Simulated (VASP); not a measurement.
Computed with LDA (Ceperley-Alder, Perdew-Zunger), VASP's LDA PAW potentials (set 64) (plane waves; VASP 6.6.1).

VASP ran on this input.

### POSCAR
```
K
4.2771040
 -0.5773502058   0.5773502058   0.5773502058
  0.5773502058  -0.5773502058   0.5773502058
  0.5773502058   0.5773502058  -0.5773502058
K
1
Direct
  0.0000000000   0.0000000000   0.0000000000
```

**INCAR**
```
ALGO  =  Normal
EDIFF  =  1E-7
ENCUT  =  520
ISIF  =  2
ISMEAR  =  1
LASPH  =  .TRUE.
LCHARG  =  .FALSE.
LREAL  =  .FALSE.
LWAVE  =  .FALSE.
NELM  =  100
PREC  =  Accurate
SIGMA  =  0.1
SYSTEM  =  K
```

File KPOINTS:
```
Regular mesh
0
gamma
10 10 10
0 0 0
```

POTCAR, in this order: K_sv (LDA.64 set). Program: vasp_std.

Question: Estimate the energy per atom (σ→0), band gap (on the k-mesh).

Answer: 
```json
{
 "energy per atom (σ→0)": "-1.157 eV/atom",
 "band gap (on the k-mesh)": "none (metal, semimetal or under 0.01 eV)"
}
```

OSZICAR:
```
...
DAV:   5    -0.115973462026E+01   -0.34306E-03   -0.34272E-03  1352   0.281E-01    0.274E+00
DAV:   6    -0.115796643055E+01    0.17682E-02   -0.24952E-03  1144   0.429E-01    0.173E+00
DAV:   7    -0.115743082688E+01    0.53560E-03   -0.43032E-03  1088   0.483E-01    0.766E-02
DAV:   8    -0.115741420655E+01    0.16620E-04   -0.40431E-04  1192   0.255E-01    0.219E-02
DAV:   9    -0.115741945880E+01   -0.52522E-05   -0.10065E-05  1176   0.274E-02    0.917E-03
DAV:  10    -0.115741942624E+01    0.32554E-07   -0.22529E-06  1192   0.142E-02    0.202E-03
DAV:  11    -0.115741948832E+01   -0.62077E-07   -0.64786E-08   976   0.333E-03
   1 F= -.11574195E+01 E0= -.11570948E+01  d E =-.974015E-03
```

The compound is K in the bcc structure. This cell is one point of a volume scan, at 0.94 of the reference volume.
